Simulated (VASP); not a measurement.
```
CELL_PARAMETERS angstrom
      2.75542     0.00000     0.00000
     -1.37771     2.38627     0.00000
      0.00000     0.00000     4.34160
ATOMIC_POSITIONS crystal
  Os 0.66667 0.33333 0.75000
  Os 0.33333 0.66667 0.25000
```

Computed with PBE GGA, VASP's PBE PAW potentials (set 64) (plane waves; VASP). Run with PREC = Normal, EDIFF = 1E-5, 400 eV cut-off, 17×17×10 Γ-centred mesh, first-order Methfessel-Paxton smearing of 0.10 eV, potentials Os.

Unless said otherwise, spin-orbit coupling is left out, though it shifts the bands of the heavy elements here.

Task: Estimate the energy per atom (σ→0), band gap (on the k-mesh) with the smallest direct gap where there is one.

Result: 
The band gap (on the k-mesh) is none (metal, semimetal or under 0.01 eV) and the energy per atom (σ→0) comes out as -11.247 eV/atom.

Total energies compare only between runs with the same potentials, cut-off and functional.

The compound is Os in the hcp structure. It was relaxed first.
